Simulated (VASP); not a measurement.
Level of theory: PW91 GGA, VASP's PBE PAW potentials (set 64) (plane waves; VASP 6.6.1).

VASP input:

**POSCAR**
```
GaN
1.0
  1.5764924279  -2.7305649446   0.0000000000
  1.5764924279   2.7305649446   0.0000000000
  0.0000000000   0.0000000000   5.1322748817
Ga N
2 2
Direct
  0.6666670000   0.3333330000   0.5000532702
  0.3333330000   0.6666670000   0.0000532702
  0.6666670000   0.3333330000   0.8769467298
  0.3333330000   0.6666670000   0.3769467298
```

INCAR:
```
ALGO=Normal
EDIFF=1E-7
EDIFFG=-0.01
ENCUT=520
GGA=91
IBRION=2
ISIF=4
ISMEAR=0
LASPH=.True.
LCHARG=.False.
LMAXMIX=4
LREAL=.False.
LWAVE=.False.
NELM=100
NSW=30
PREC=Accurate
SIGMA=0.05
SYSTEM=GaN
```

**KPOINTS**
```
Regular mesh
0
Gamma
 8 8 4
```

POTCAR, in this order: Ga_d N (PBE.64 set). Program: vasp_std.

Output of the run:

OUTCAR:
```
 ion  position               nearest neighbor table
   1  0.667  0.333  0.500-   4 1.93   4 1.93   4 1.93   3 1.93
   2  0.333  0.667  0.000-   3 1.93   3 1.93   3 1.93   4 1.93
   3  0.667  0.333  0.877-   2 1.93   2 1.93   2 1.93   1 1.93
   4  0.333  0.667  0.377-   1 1.93   1 1.93   1 1.93   2 1.93
  LATTYP: Found a hexagonal cell.
 ALAT       =     3.1529848227
 C/A-ratio  =     1.6277512168
 Subroutine PRICEL returns:
 Original cell was already a primitive cell.
 Subroutine GETGRP returns: Found 12 space group operations
The static configuration has the point symmetry C_3v.
 The point group associated with its full space group is C_6v.
The dynamic configuration has the point symmetry C_3v.
 Subroutine INISYM returns: Found 12 space group operations
 Subroutine IBZKPT returns following result:
 Found     30 irreducible k-points:

 Following reciprocal coordinates:
            Coordinates               Weight
  0.000000  0.000000  0.000000      1.000000
  0.125000  0.000000  0.000000      6.000000
  0.250000  0.000000  0.000000      6.000000
  0.375000  0.000000  0.000000      6.000000
  0.500000  0.000000  0.000000      3.000000
  0.125000  0.125000  0.000000      6.000000
  0.250000  0.125000  0.000000     12.000000
  0.375000  0.125000  0.000000     12.000000
  0.250000  0.250000  0.000000      6.000000
  0.375000  0.250000  0.000000      6.000000
  0.000000  0.000000  0.250000      2.000000
  0.125000  0.000000  0.250000     12.000000
  0.250000  0.000000  0.250000     12.000000
  0.375000  0.000000  0.250000     12.000000
  0.500000  0.000000  0.250000      6.000000
  0.125000  0.125000  0.250000     12.000000
  0.250000  0.125000  0.250000     24.000000
  0.375000  0.125000  0.250000     24.000000
  0.250000  0.250000  0.250000     12.000000
  0.375000  0.250000  0.250000     12.000000
...
```

### OSZICAR
```
       N       E                     dE             d eps       ncg     rms          rms(c)
DAV:   1     0.284080737151E+03    0.28408E+03   -0.18440E+04  1360   0.307E+03
DAV:   2     0.762229692509E+01   -0.27646E+03   -0.26768E+03  1456   0.537E+02
DAV:   3    -0.271740000643E+02   -0.34796E+02   -0.34531E+02  1500   0.157E+02
DAV:   4    -0.286769096606E+02   -0.15029E+01   -0.14987E+01  1888   0.338E+01
DAV:   5    -0.286947328917E+02   -0.17823E-01   -0.17816E-01  1478   0.353E+00    0.113E+01
DAV:   6    -0.243088715029E+02    0.43859E+01   -0.15853E+01  2400   0.610E+01    0.309E+00
DAV:   7    -0.244334529413E+02   -0.12458E+00   -0.19291E+00  1398   0.114E+01    0.274E+00
DAV:   8    -0.244223646458E+02    0.11088E-01   -0.27619E-01  2098   0.876E+00    0.825E-01
DAV:   9    -0.244003850047E+02    0.21980E-01   -0.11016E-01  2396   0.582E+00    0.320E-01
DAV:  10    -0.244012671421E+02   -0.88214E-03   -0.61035E-03  1480   0.824E-01    0.117E-01
DAV:  11    -0.244011872194E+02    0.79923E-04   -0.12347E-03  2026   0.710E-01    0.176E-02
DAV:  12    -0.244012002253E+02   -0.13006E-04   -0.12871E-04  1424   0.107E-01    0.119E-02
DAV:  13    -0.244011996819E+02    0.54344E-06   -0.12645E-05  2304   0.535E-02    0.266E-03
DAV:  14    -0.244011999589E+02   -0.27700E-06   -0.48259E-06  1838   0.175E-02    0.230E-03
DAV:  15    -0.244011999122E+02    0.46679E-07   -0.32153E-07  1474   0.695E-03
   1 F= -.24401200E+02 E0= -.24401200E+02  d E =-.244012E+02
       N       E                     dE             d eps       ncg     rms          rms(c)
DAV:   1    -0.244013113397E+02   -0.11138E-03   -0.90774E-03  1404   0.767E-01    0.574E-02
DAV:   2    -0.244012768149E+02    0.34525E-04   -0.29972E-04  1880   0.233E-01    0.337E-02
DAV:   3    -0.244012474644E+02    0.29351E-04   -0.39356E-05  1748   0.974E-02    0.341E-03
DAV:   4    -0.244012485910E+02   -0.11267E-05   -0.12455E-05  1370   0.360E-02    0.169E-03
DAV:   5    -0.244012485839E+02    0.71241E-08   -0.43019E-07  1474   0.667E-03
   2 F= -.24401249E+02 E0= -.24401249E+02  d E =-.486717E-04
```

File OUTCAR:
```
------------------------ aborting loop because EDIFF is reached ----------------------------------------
  FORCE on cell =-STRESS in cart. coord.  units (eV):
  Direction    XX          YY          ZZ          XY          YZ          ZX
  --------------------------------------------------------------------------------------
  Total        3.3994142      3.3994141      3.4273213      0.0000000      0.0000000      0.0000000
  in kB      123.2623271    123.2623234    124.2742351      0.0000000      0.0000000      0.0000000
  external PRESSURE =     123.5996285 kB  Pullay stress =       0.0000000 kB
  volume of cell :       44.19
      direct lattice vectors                 reciprocal lattice vectors
     1.576122211 -2.729923708  0.000000000     0.317234283 -0.183155302  0.000000000
     1.576122211  2.729923708  0.000000000     0.317234283  0.183155302  0.000000000
     0.000000000  0.000000000  5.134686218     0.000000000  0.000000000  0.194753868
  FREE ENERGIE OF THE ION-ELECTRON SYSTEM (eV)
  ---------------------------------------------------
  free  energy   TOTEN  =       -24.4012485839 eV

  energy  without entropy=      -24.4012485839  energy(sigma->0) =      -24.40124858

 reached required accuracy - stopping structural energy minimisation
```
(Selected blocks of OUTCAR.)

**CONTCAR**
```
GaN
   1.00000000000000
     1.5761222114611746   -2.7299237077988341    0.0000000000000000
     1.5761222114611746    2.7299237077988341    0.0000000000000000
     0.0000000000000000    0.0000000000000000    5.1346862179596453
  Ga              N
     2     2
Direct
     0.6666669999999968    0.3333330000000032    0.5001913689004382
     0.3333330000000032    0.6666669999999968    0.0001913689004382
     0.6666669999999968    0.3333330000000032    0.8768086310995571
     0.3333330000000032    0.6666669999999968    0.3768086310995571
```

### OUTCAR
```
 val. band max:        5.6303948671   @ k =   0.0000   0.0000   0.0000

 cond. band min:       7.7754082383   @ k =   0.0000   0.0000   0.0000


 Fermi energy:         5.8376646268

 k-point     1 :       0.0000    0.0000    0.0000
  band No.  band energies     occupation
      1     -10.6144      2.00000
      2      -9.6070      2.00000
      3      -7.8795      2.00000
      4      -7.8629      2.00000
      5      -7.8629      2.00000
      6      -7.7952      2.00000
      7      -7.7952      2.00000
      8      -7.5824      2.00000
      9      -7.5824      2.00000
     10      -7.4749      2.00000
     11      -7.4749      2.00000
     12      -6.2196      2.00000
     13      -1.6350      2.00000
     14       4.5581      2.00000
     15       4.5582      2.00000
     16       5.5855      2.00000
     17       5.6304      2.00000
     18       5.6304      2.00000
     19       7.7754      0.00000
     20      10.1100      0.00000
     21      15.0014      0.00000
     22      15.7133      0.00000

 k-point     2 :       0.1250    0.0000    0.0000
  band No.  band energies     occupation
      1     -10.4550      2.00000
      2      -9.5651      2.00000
      3      -7.8618      2.00000
      4      -7.8395      2.00000
      5      -7.8157      2.00000
      6      -7.7746      2.00000
      7      -7.7623      2.00000
      8      -7.5968      2.00000
      9      -7.5834      2.00000
     10      -7.5026      2.00000
     11      -7.4711      2.00000
     12      -6.1087      2.00000
     13      -1.4056      2.00000
     14       3.4837      2.00000
     15       4.2363      2.00000
     16       4.4921      2.00000
     17       5.4232      2.00000
     18       5.4860      2.00000
     19       8.7896      0.00000
     20      10.9731      0.00000
     21      14.4187      0.00000
     22      14.9380      0.00000

 k-point     3 :       0.2500    0.0000    0.0000
  band No.  band energies     occupation
      1     -10.0750      2.00000
...
```

The compound is GaN in the wurtzite structure. This cell is one point of a volume scan, at 0.94 of the reference volume. Symmetry was kept, so distortions that lower it aren't found.
